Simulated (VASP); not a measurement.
Data:

```cif
data_Ho
_chemical_formula_sum 'Ho1'
_space_group_name_H-M_alt 'P 1'
_space_group_IT_number 1
_cell_length_a 3.16148
_cell_length_b 3.16148
_cell_length_c 3.16148
_cell_angle_alpha 90.000
_cell_angle_beta 90.000
_cell_angle_gamma 90.000
loop_
_space_group_symop_operation_xyz
  'x, y, z'
loop_
_atom_site_label
_atom_site_type_symbol
_atom_site_fract_x
_atom_site_fract_y
_atom_site_fract_z
_atom_site_occupancy
Ho1 Ho 0.00000 0.00000 0.00000 1
```

Calculation: PBEsol GGA, VASP's PBE PAW potentials (set 64) (plane waves; VASP). Run with 480 eV cut-off, 10×10×10 Γ-centred mesh, first-order Methfessel-Paxton smearing of 0.10 eV, potentials Ho_3.

The 4f electrons are frozen in the core of the lanthanide potential, so 4f levels, which can set the real gap, and their magnetism are missing.

Each relaxation starts from this cell; other phases were not tried.

Problem. The cell is relaxed at 2 GPa. What happens?

Solution. The volume per atom goes from 31.60 to 29.93 Å³ (-5.3 %), and the cell becomes a = b = c = 3.1047 Å, α = β = γ = 90.00°, space group Pm-3m.

Problem. The cell is relaxed at 15 GPa. What happens?

Solution. The volume per atom goes from 31.60 to 23.13 Å³ (-26.8 %), and the cell becomes a = 2.8494 Å, b = 2.8494 Å, c = 2.8494 Å, α = 90.00°, β = 90.00°, γ = 90.00°, space group Pm-3m.

Failed runs are left out, and for metals the shear rows, which the mesh's noise covers.

The structure was generated: Ho was put into the simple-cubic type (Pm-3m), which need not be its known phase.
